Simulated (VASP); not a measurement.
W (bcc) is relaxed at rising pressure, each step from the one before. Symmetry mostly holds the structure type, and other phases were not tried. The mesh follows the cell, and a change of mesh leaves a small step in the series.

Data:

Space group Im-3m (No. 229); a = 3.1406 Å, b = 3.1406 Å, c = 3.1406 Å, α = 90.00°, β = 90.00°, γ = 90.00°

```
atom  site  symmetry       x       y       z
----  ----  --------  ------  ------  ------
W       2a      m-3m  0.0000  0.0000  0.0000
```
(The calculation used a cell of 1 atom; values per cell refer to that cell.)

Calculation: LDA (Ceperley-Alder, Perdew-Zunger), VASP's LDA PAW potentials (set 64) (plane waves; VASP 6.6.1). Run with 500 eV cut-off, 16×16×16 Γ-centred mesh, first-order Methfessel-Paxton smearing of 0.10 eV, potentials W_sv.

Unless said otherwise, spin-orbit coupling is left out, though it shifts the bands of the heavy elements here.

```tsv
P (GPa)	V (Å³/atom)	H − H(0) (eV/atom)	space group	gap on the mesh (eV)	k-mesh
0	15.49	0.000	Im-3m	0.00	16×16×16
5	…	…	Im-3m	0.00	16×16×16
10	15.07	0.953	Im-3m	0.00	16×16×16
20	14.70	1.882	Im-3m	0.00	16×16×16
30	14.35	2.792	Im-3m	0.00	17×17×17
45	…	…	Im-3m	0.00	17×17×17
```

### Question
Complete the blanks.

### Answer

- 5, V (Å³/atom): 15.28
- 5, H − H(0) (eV/atom): 0.480
- 45, V (Å³/atom): 13.92
- 45, H − H(0) (eV/atom): 4.115

Pressures at which the relaxation failed are left out.

The compound is W in the bcc structure.
